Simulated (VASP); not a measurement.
Consider the following.

```
NiSi2
1.0
    0.00000     2.69228     2.69228
    2.69228     0.00000     2.69228
    2.69228     2.69228     0.00000
Si Ni
2 1
Cartesian
  1.34614   1.34614   1.34614
  4.03842   4.03842   4.03842
  0.00000   0.00000   0.00000
```

Computed with r2SCAN meta-GGA, VASP's PBE PAW potentials (set 64) (plane waves; VASP). Run with 480 eV cut-off, 10×10×10 Γ-centred mesh, first-order Methfessel-Paxton smearing of 0.10 eV, potentials Si Ni.

Energy and stress use the plane-wave basis of the starting cell.

**Question.** The ions, cell shape and volume at an external pressure of 30.0 GPa are relaxed. Predict the relaxed structure.

**Answer.** 
```
NiSi2
1.0
    0.00000     2.57499     2.57499
    2.57499     0.00000     2.57499
    2.57499     2.57499     0.00000
Si Ni
2 1
Direct
  0.25000   0.25000   0.25000
  0.75000   0.75000   0.75000
  0.00000   0.00000   0.00000
```
Space group Fm-3m (225), at a tolerance of 0.03 Å.

**Question.** How do energy and volume change from the first to the last step?

**Answer.** The energy (σ→0) changes by +134.1 meV/atom and the volume by -12.5 %, in 5 ionic steps.

The compound is NiSi2 in the fluorite structure. This run relaxes it under an external pressure of 30 GPa. Symmetry was kept, so distortions that lower it aren't found. The run is not spin-polarised, so no magnetic state was tried.
